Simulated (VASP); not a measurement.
Computed with PBE GGA with D3 dispersion (zero damping), VASP's PBE PAW potentials (set 64) (plane waves; VASP).

VASP input:

INCAR:
```
SYSTEM = WC
PREC = Accurate
ENCUT = 520
EDIFF = 1E-7
NELM = 100
ALGO = Normal
LREAL = .FALSE.
LASPH = .TRUE.
ISMEAR = -5
GGA = PE
IVDW = 11
LMAXMIX = 6
LWAVE = .FALSE.
LCHARG = .TRUE.
LORBIT = 11
NEDOS = 601
ISIF = 2
```

**KPOINTS**
```
Automatic mesh
0
Gamma
16 16 14
0 0 0
```

File POSCAR:
```
WC
2.9102360
  0.4999999718  -0.8660253807   0.0000000000
  0.4999999718   0.8660253807   0.0000000000
  0.0000000000   0.0000000000   0.9763382444
W C
1 1
Cartesian
  0.0000000000   0.0000000000   0.9763382444
  0.4999999718   0.2886757043   0.4881691222
```

POTCAR, in this order: W_sv C (PBE.64 set). Program: vasp_std.

Unless said otherwise, spin-orbit coupling is left out, though it shifts the bands of the heavy elements here.

Task: Predict the energy per atom (σ→0), dispersion energy, band gap (on the k-mesh).

Result: 
```
Quantity                                                    Result
------------------------  ----------------------------------------
energy per atom (σ→0)                      -1117.5 kJ/mol of atoms
dispersion energy                                        -0.720 eV
band gap (on the k-mesh)  none (metal, semimetal or under 0.01 eV)
```

### OSZICAR
```
...
DAV:   7    -0.224721019323E+02    0.66942E-01   -0.41661E-01  6515   0.580E+00    0.610E+00
DAV:   8    -0.224461316540E+02    0.25970E-01   -0.70319E-02  6895   0.256E+00    0.872E-01
DAV:   9    -0.224451716779E+02    0.95998E-03   -0.36033E-03  6773   0.487E-01    0.143E-01
DAV:  10    -0.224451200639E+02    0.51614E-04   -0.26474E-04  7240   0.220E-01    0.715E-02
DAV:  11    -0.224451215615E+02   -0.14975E-05   -0.17308E-05  6845   0.406E-02    0.102E-02
DAV:  12    -0.224451203730E+02    0.11885E-05   -0.44596E-06  6835   0.211E-02    0.280E-03
DAV:  13    -0.224451203059E+02    0.67118E-07   -0.87145E-08  4070   0.318E-03
   1 F= -.23164788E+02 E0= -.23164788E+02  d E =0.000000E+00
```

The compound is WC in the wc structure. It was relaxed first.
